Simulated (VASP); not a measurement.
# SrMg6Si (Amm2) in VASP: reference runs

Reference runs on SrMg6Si: the cell as given and a disturbed copy.

Everything below comes from runs of VASP 6.6.1. Logs are shortened: lines on timing, memory, paths and dates and some standing lists are left out, and cuts for length are marked.

## 1. The structure

The structure is orthorhombic, space group Amm2 (No. 38). Conventional cell: a = 4.909 Å, b = 6.051 Å, c = 13.522 Å, α = 90.00°, β = 90.00°, γ = 90.00°. Around Sr (site symmetry mm2) lie 2 Si at 3.22 Å and 8 Mg at 3.32 to 3.58 Å. Around Si (site symmetry mm2) lie 6 Mg at 2.87 to 2.92 Å and 2 Sr at 3.22 Å. Mg (site symmetry mm2) has 8 Mg at 3.07 to 3.24 Å and 2 Sr at 3.32 Å as nearest neighbours. Mg (site symmetry mm2) is surrounded by 8 Mg at 3.14 to 3.41 Å and 2 Si at 3.50 Å. Around Mg (site symmetry m) lie 2 Si at 2.92 Å and 5 Mg at 2.97 to 3.24 Å and 2 Sr at 3.34 Å. Around Mg (site symmetry m) lie 1 Si at 2.87 Å and 6 Mg at 2.96 to 3.09 Å.

The cell comes from a database or a generator and needn't be the stable form of this composition.

## 2. Single point, PBE

INCAR reads:

```
ALGO = Normal
EDIFF = 1E-7
ENCUT = 520
GGA = PE
ISIF = 2
ISMEAR = -1
LASPH = True
LCHARG = False
LREAL = False
LWAVE = False
NBANDS = 23
NELM = 80
PREC = Accurate
SIGMA = 0.05
```

KPOINTS reads:

```
k-points
0
Gamma
  6 5 5
```

POSCAR reads:

```
SrMg6Si
1.0
    4.9090180000      0.0000000000      0.0000000000
    0.0000000000      3.0255640000      6.7609190000
    0.0000000000     -3.0255640000      6.7609190000
Sr Si Mg
1 1 6
Direct
    0.5000000000      0.6976320000      0.6976320000
    0.5000000000      0.1152540000      0.1152540000
    0.0000000000      0.8627890000      0.8627890000
    0.0000000000      0.2997230000      0.2997230000
    0.0000000000      0.3209160000      0.8300400000
    0.0000000000      0.8300400000      0.3209160000
    0.5000000000      0.1921360000      0.6815040000
    0.5000000000      0.6815040000      0.1921360000
```

Potentials or basis: VASP PAW PBE potentials, release 64 (Sr_sv, Si, Mg).

Command:

```sh
$ cat potpaw_PBE.64/Sr_sv/POTCAR potpaw_PBE.64/Si/POTCAR potpaw_PBE.64/Mg/POTCAR > POTCAR
$ mpirun -np 1 vasp_std > vasp.out
```

OUTCAR:

```text
EDIFF = 1E-7
   ENCUT = 520
   GGA = PE
   ISIF = 2
   ISMEAR = -1
   LASPH = True
   LREAL = False
   NELM = 80
   PREC = Accurate

 ion  position               nearest neighbor table
   1  0.500  0.698  0.698-   2 3.22   2 3.22   3 3.32   3 3.32   6 3.34   5 3.34   5 3.34   6 3.34
                             8 3.58   7 3.58   7 3.82   8 3.82   4 4.13   4 4.13   4 4.13   4 4.13
   2  0.500  0.115  0.115-   7 2.87   8 2.87   5 2.92   6 2.92   5 2.92   6 2.92   1 3.22   1 3.22

   3  0.000  0.863  0.863-   7 3.07   8 3.07   7 3.07   8 3.07   4 3.14   4 3.14   5 3.24   6 3.24
                             1 3.32   1 3.32
   4  0.000  0.300  0.300-   3 3.14   3 3.14   5 3.38   6 3.38   7 3.41   8 3.41   7 3.41   8 3.41
                             1 4.13   1 4.13   1 4.13   1 4.13
   5  0.000  0.321  0.830-   2 2.92   2 2.92   6 2.97   6 3.08   7 3.09   7 3.09   3 3.24   1 3.34
                             1 3.34   4 3.38
   6  0.000  0.830  0.321-   2 2.92   2 2.92   5 2.97   5 3.08   8 3.09   8 3.09   3 3.24   1 3.34
                             1 3.34   4 3.38
   7  0.500  0.192  0.682-   2 2.87   8 2.96   3 3.07   3 3.07   5 3.09   5 3.09   8 3.09   4 3.41
                             4 3.41   1 3.58   1 3.82
   8  0.500  0.682  0.192-   2 2.87   7 2.96   3 3.07   3 3.07   6 3.09   6 3.09   7 3.09   4 3.41
                             4 3.41   1 3.58   1 3.82

  LATTYP: Found a base centered orthorhombic cell.
 ALAT       =     6.0511280000
 B/A-ratio  =     2.2345979130
 C/A-ratio  =     0.8112566781

  Lattice vectors:

 A1 = (   0.0000000000,   3.0255640000,  -6.7609190000)
 A2 = (   0.0000000000,   3.0255640000,   6.7609190000)
 A3 = (   4.9090180000,   0.0000000000,   0.0000000000)

Analysis of symmetry for initial positions (statically):
=====================================================================
 Subroutine PRICEL returns:
 Original cell was already a primitive cell.

 Routine SETGRP: Setting up the symmetry group for a
 base centered orthorhombic supercell.

 Subroutine GETGRP returns: Found  4 space group operations
 (whereof  4 operations were pure point group operations)
 out of a pool of  8 trial point group operations.

The static configuration has the point symmetry C_2v.

Analysis of symmetry for dynamics (positions and initial velocities):
=====================================================================
 Subroutine PRICEL returns:
 Original cell was already a primitive cell.

 Routine SETGRP: Setting up the symmetry group for a
 base centered orthorhombic supercell.

 Subroutine GETGRP returns: Found  4 space group operations
 (whereof  4 operations were pure point group operations)
 out of a pool of  8 trial point group operations.

The dynamic configuration has the point symmetry C_2v.

 Subroutine INISYM returns: Found  4 space group operations
 (whereof  4 operations are pure point group operations),
 and found     1 'primitive' translations

----------------------------------------------------------------------------------------

                                     Primitive cell

  volume of cell :     200.8337

  direct lattice vectors                    reciprocal lattice vectors
     4.909018000  0.000000000  0.000000000     0.203706729  0.000000000  0.000000000
     0.000000000  3.025564000  6.760919000     0.000000000  0.165258444  0.073954443
     0.000000000 -3.025564000  6.760919000     0.000000000 -0.165258444  0.073954443

  length of vectors
     4.909018000  7.407027963  7.407027963     0.203706729  0.181051410  0.181051410

  position of ions in fractional coordinates (direct lattice)
     0.500000000  0.697632000  0.697632000
     0.500000000  0.115254000  0.115254000
     0.000000000  0.862789000  0.862789000
     0.000000000  0.299723000  0.299723000
     0.000000000  0.320916000  0.830040000
     0.000000000  0.830040000  0.320916000
     0.500000000  0.192136000  0.681504000
     0.500000000  0.681504000  0.192136000

  ion indices of the primitive-cell ions
   primitive index   ion index
                 1           1
                 2           2
                 3           3
                 4           4
                 5           5
                 6           6
                 7           7
                 8           8

----------------------------------------------------------------------------------------

 KPOINTS: k-points

Automatic generation of k-mesh.
 Grid dimensions read from file:
 generate k-points for:    6    5    5

 Generating k-lattice:

  Cartesian coordinates                     Fractional coordinates (reciprocal lattice)
     0.033951122  0.000000000  0.000000000     0.166666667  0.000000000  0.000000000
     0.000000000  0.033051689  0.014790889     0.000000000  0.200000000  0.000000000
     0.000000000 -0.033051689  0.014790889     0.000000000  0.000000000  0.200000000

  Length of vectors
     0.033951122  0.036210282  0.036210282

  Shift w.r.t. Gamma in fractional coordinates (k-lattice)
     0.000000000  0.000000000  0.000000000

 Subroutine IBZKPT returns following result:
 ===========================================

 Found     36 irreducible k-points:

 Following reciprocal coordinates:
            Coordinates               Weight
  0.000000  0.000000  0.000000      1.000000
  0.166667  0.000000  0.000000      2.000000
  0.333333  0.000000  0.000000      2.000000
  0.500000  0.000000  0.000000      1.000000
  0.000000  0.200000 -0.000000      4.000000
  0.166667  0.200000 -0.000000      8.000000
[... 16 lines left out ...]
  0.333333 -0.400000  0.200000      8.000000
  0.500000 -0.400000  0.200000      4.000000
 [... further k-points ...]
   k-points           NKPTS =     36   k-points in BZ     NKDIM =     36   number of bands    NBANDS=     23
   number of dos      NEDOS =    301   number of ions     NIONS =      8
   total plane-waves  NPLWV = 125440
   dimension x,y,z NGX =    40 NGY =   56 NGZ =   56
   dimension x,y,z NGXF=    80 NGYF=  112 NGZF=  112
   ions per type =               1   1   6
   NGX,Y,Z   is equivalent  to a cutoff of  13.55, 12.57, 12.57 a.u.
   NGXF,Y,Z  is equivalent  to a cutoff of  27.09, 25.14, 25.14 a.u.
 SYSTEM =  unknown system
   PREC   = accura    normal or accurate (medium, high low for compatibility)
   ISTART =      0    job   : 0-new  1-cont  2-samecut
   ICHARG =      2    charge: 1-file 2-atom 10-const
   ISPIN  =      1    spin polarized calculation?
   LNONCOLLINEAR =      F non collinear calculations
   LSORBIT =      F    spin-orbit coupling
   LASPH  =      T    aspherical Exc in radial PAW
   ENCUT  =  520.0 eV  38.22 Ry    6.18 a.u.   9.13 13.77 13.77*2*pi/ulx,y,z
   NELM   =     80;   NELMIN=  2; NELMDL= -5     # of ELM steps
   EDIFF  = 0.1E-06   stopping-criterion for ELM
   LREAL  =      F    real-space projection
   EDIFFG = 0.1E-05   stopping-criterion for IOM
   NSW    =      0    number of steps for IOM
   IBRION =     -1    ionic relax: 0-MD 1-quasi-New 2-CG
   NFREE  =      0    steps in history (QN), initial steepest desc. (CG)
   ISIF   =      2    stress and relaxation
   ISYM   =      2    0-nonsym 1-usesym 2-fastsym
   POTIM  = 0.5000    time-step for ionic-motion
   TEBEG  =    0.0;   TEEND  =   0.0 temperature during run
   PSTRESS=    0.0 pullay stress
   NELECT =      26.0000    total number of electrons
   NUPDOWN=      -1.0000    fix difference up-down
   EMIN   =  10.00;   EMAX   =-10.00  energy-range for DOS
   EFERMI =   0.00;   METHOD = LEGACY
   ISMEAR =    -1;   SIGMA  =   0.05  broadening in eV -4-tet -1-fermi 0-gaus
   EFERMI_NEDOS =   21; number of points for ismear=-14 and -15
   IALGO  =     38    algorithm
   IMIX   =      4    mixing-type and parameters
     AMIX     =   0.40;   BMIX     =  1.00
     AMIX_MAG =   1.60;   BMIX_MAG =  1.00
  volume/ion in A,a.u.               =      25.10       169.41
  Fermi-wavevector in a.u.,A,eV,Ry     =   0.828172  1.565018  9.331805  0.685868
  Thomas-Fermi vector in A             =   1.940502
   LORBIT       =      0    0 simple, 1 ext, 2 COOP (PROOUT), +10 PAW based schemes
   GGA     = PE    functional components
   LHFCALC =     F    Hartree Fock is set to
   AEXX    =    0.0000 exact exchange contribution
   IVDW    =     0    specifies the selected vdW correction
   LEPSILON=     F    determine dielectric tensor
   LRPA    =     F    only Hartree local field effects (RPA)
 non-spin polarized calculation
  energy-cutoff  :      520.00
  volume of cell :      200.83
 maximum number of plane-waves:      5434
 NGX is ok and might be reduce to    40
   NGX = 19   NGY = 27   NGZ = 27

 number of electron      26.0000000 magnetization

 Free energy of the ion-electron system (eV)
  ---------------------------------------------------
  ext. energy  EPLUGINS =         0.00000000
  ---------------------------------------------------
  free energy    TOTEN  =       -15.94212162 eV

  energy without entropy =      -15.91406418  energy(sigma->0) =      -15.92809290

 E-fermi :   2.7516     XC(G=0):  -8.5207

 val. band max:        2.7511288275   @ k =   0.0000   0.2000   0.2000
 cond. band min:       2.7657978383   @ k =   0.1667   0.2000  -0.0000
 fundamental gap:      0.0146690108
 Fermi energy:         2.7515610306

 k-point     1 :       0.0000    0.0000    0.0000
  band No.  band energies     occupation
      1     -32.6271      2.00000
      2     -14.7272      2.00000
      3     -14.7201      2.00000
      4     -14.6847      2.00000
      5      -5.3553      2.00000
      6      -2.0984      2.00000
[... 15 lines left out ...]
     22       6.1333      0.00000
     23       6.5868      0.00000

 k-point     2 :       0.1667    0.0000    0.0000
  band No.  band energies     occupation
      1     -32.6269      2.00000
      2     -14.7364      2.00000
      3     -14.7190      2.00000
      4     -14.6838      2.00000
      5      -5.2350      2.00000
      6      -2.0306      2.00000
[... 15 lines left out ...]
     22       6.4983      0.00000
     23       7.1853      0.00000
[... 544 lines left out ...]
     22       6.5936      0.00000
     23       6.8473      0.00000

 k-point    24 :       0.5000   -0.4000    0.2000
  band No.  band energies     occupation
      1     -32.6263      2.00000
      2     -14.7631      2.00000
      3     -14.7154      2.00000
      4     -14.6881      2.00000
      5      -4.5415      2.00000
      6      -1.8997      2.00000
[... 15 lines left out ...]
     22       6.8273      0.00000
     23       6.9991      0.00000

 [... further k-points ...]

------------------------ aborting loop because EDIFF is reached ----------------------------------------

  FORCE on cell =-STRESS in cart. coord.  units (eV):
  Direction    XX          YY          ZZ          XY          YZ          ZX
  --------------------------------------------------------------------------------------
  -------------------------------------------------------------------------------------
  Total       -0.1035131      0.0557856      0.2738601      0.0000000      0.0000000      0.0000000
  in kB       -0.8257896      0.4450368      2.1847545      0.0000000      0.0000000      0.0000000
  external PRESSURE =       0.6013339 kB  Pullay stress =       0.0000000 kB

 VOLUME and BASIS-vectors are now :
 -----------------------------------------------------------------------------
  energy-cutoff  :      520.00
  volume of cell :      200.83
      direct lattice vectors                 reciprocal lattice vectors
     4.909018000  0.000000000  0.000000000     0.203706729  0.000000000  0.000000000
     0.000000000  3.025564000  6.760919000     0.000000000  0.165258444  0.073954443
     0.000000000 -3.025564000  6.760919000     0.000000000 -0.165258444  0.073954443

 POSITION                                       TOTAL-FORCE (eV/Angst)
 -----------------------------------------------------------------------------------
      2.45451      0.00000      9.43327         0.000000      0.000000      0.005485
      2.45451      0.00000      1.55845         0.000000      0.000000     -0.049747
      0.00000      0.00000     11.66649         0.000000      0.000000      0.062929
      0.00000      0.00000      4.05281         0.000000      0.000000     -0.081699
      0.00000     -1.54039      7.78152         0.000000      0.010716     -0.002990
      0.00000      1.54039      7.78152         0.000000     -0.010716     -0.002990
      2.45451     -1.48061      5.90661         0.000000      0.012847      0.034506
      2.45451      1.48061      5.90661         0.000000     -0.012847      0.034506
 -----------------------------------------------------------------------------------
    total drift:                               -0.000000     -0.000000      0.000349

  FREE ENERGIE OF THE ION-ELECTRON SYSTEM (eV)
  ---------------------------------------------------
  free  energy   TOTEN  =       -15.9421216235 eV

  energy  without entropy=      -15.9140641759  energy(sigma->0) =      -15.92809290
```

Wall time 4.4 min (1 thread of Intel Xeon Platinum 8375C at 2.90GHz (Ice Lake), shared host); peak memory 0.46 GiB.

Results:

| Item | Value |
| --- | --- |
| Free energy | -15.9421 eV |
| Pressure | 0.1 GPa |
| Largest force | 0.082 eV/Å |
| Band gap on the k mesh | none (metal or under the smearing width) |

Forces in eV/Å, atoms in the order of the input:
```
Sr   0.000  0.000  0.005
Si   0.000  0.000 -0.050
Mg   0.000  0.000  0.063
Mg   0.000  0.000 -0.082
Mg   0.000  0.011 -0.003
Mg   0.000 -0.011 -0.003
Mg   0.000  0.013  0.035
Mg   0.000 -0.013  0.035
```

Stress tensor (GPa, compression positive):
```
-0.08  0.00  0.00
 0.00  0.04  0.00
 0.00  0.00  0.22
```

## 3. Single point, PBE (atoms moved at random, drawn with an rms of 0.05 Å)

INCAR reads:

```
SYSTEM = SrMg6Si
PREC = Accurate ; ENCUT = 520
EDIFF = 1E-7 ; ISMEAR = -1
SIGMA = 0.05 ; LREAL = .False.
LASPH = .True. ; NELM = 60
ALGO = Normal ; ISIF = 2
LWAVE = .False. ; LCHARG = .False.
GGA = PE ; NBANDS = 23
```

KPOINTS reads:

```
Automatic mesh
0
Gamma
  6 5 5
  0 0 0
```

POSCAR reads:

```
SrMg6Si
1.0
    4.9090180000      0.0000000000      0.0000000000
    0.0000000000      3.0255640000      6.7609190000
    0.0000000000     -3.0255640000      6.7609190000
Sr Si Mg
1 1 6
Direct
    0.4983690000      0.6926660000      0.6979020000
    0.4965840000      0.1114920000      0.1146620000
    0.0136100000      0.8537100000      0.8689040000
   -0.0043610000      0.2838380000      0.3075900000
   -0.0135890000      0.3174110000      0.8326180000
    0.0009060000      0.8201810000      0.3320940000
    0.5092900000      0.1955320000      0.6771760000
    0.4937360000      0.6881310000      0.1830530000
```

Potentials or basis: VASP PAW PBE potentials, release 64 (Sr_sv, Si, Mg).

Command:

```sh
$ cat potpaw_PBE.64/Sr_sv/POTCAR potpaw_PBE.64/Si/POTCAR potpaw_PBE.64/Mg/POTCAR > POTCAR
$ mpirun -np 1 vasp_std > vasp.out
```

It took 8.8 min on 1 thread of Intel Xeon Platinum 8375C at 2.90GHz (Ice Lake), shared host; peak memory 0.59 GiB.

It converged, with:

```
Free energy            : -15.9050 eV
Pressure               : 0.1 GPa
Largest force          : 0.294 eV/Å
Band gap on the k mesh : none (metal or under the smearing width)
```

Forces on the atoms (eV/Å):
```
Sr   0.041 -0.005  0.110
Si  -0.029 -0.026  0.006
Mg  -0.280  0.071  0.051
Mg   0.028  0.102 -0.042
Mg   0.263 -0.126 -0.014
Mg  -0.077  0.153 -0.114
Mg  -0.144  0.018 -0.039
Mg   0.198 -0.186  0.042
```

Stress tensor (GPa, compression positive):
```
 0.08 -0.23 -0.07
-0.23  0.03 -0.18
-0.07 -0.18  0.32
```

Levels at points of the mesh, in eV from the Fermi level:
```tsv
k point	band 9	band 10	band 11	band 12	band 13	band 14	band 15	band 16	band 17	band 18
(0.00, 0.00, 0.00)	-2.13	-1.81	-1.42	-1.24	-0.25	0.72	1.47	1.99	2.02	2.03
(0.50, 0.00, 0.00)	-2.03	-2.01	-1.60	-0.88	-0.64	-0.54	-0.35	0.69	0.71	1.47
```
